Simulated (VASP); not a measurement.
Molecule: GeH4, in a box.

```
Ge H
1.0
    12.80089    0.00000    0.00000
     0.00000   13.30089    0.00000
     0.00000    0.00000   13.80089
Ge H
1 4
Direct
  0.50000 0.50376 0.50000
  0.40086 0.46650 0.44902
  0.47707 0.52022 0.60789
  0.58679 0.42515 0.48887
  0.53527 0.60316 0.45422
```

Base run:

* Program: VASP 6.6.1
* Functional: rev-vdW-DF2
* Potentials or basis: VASP PAW PBE potentials, release 64 (Ge_d, H)
* Cutoff: 400 eV
* k mesh: 1 × 1 × 1
* Occupations: gaussian, width 0.01 eV
* Spin: no spin polarisation

Its results: gap between the frontier levels 7.29 eV; largest force 0.004 eV/Å.

The run is repeated on the same cell with these changes: functional from rev-vdW-DF2 to PBEsol. What comes out?

Gap between the frontier levels 7.49 eV; largest force 0.056 eV/Å.

Caveats: the PAW data sets were made with another functional, which shifts forces and pressure a little.

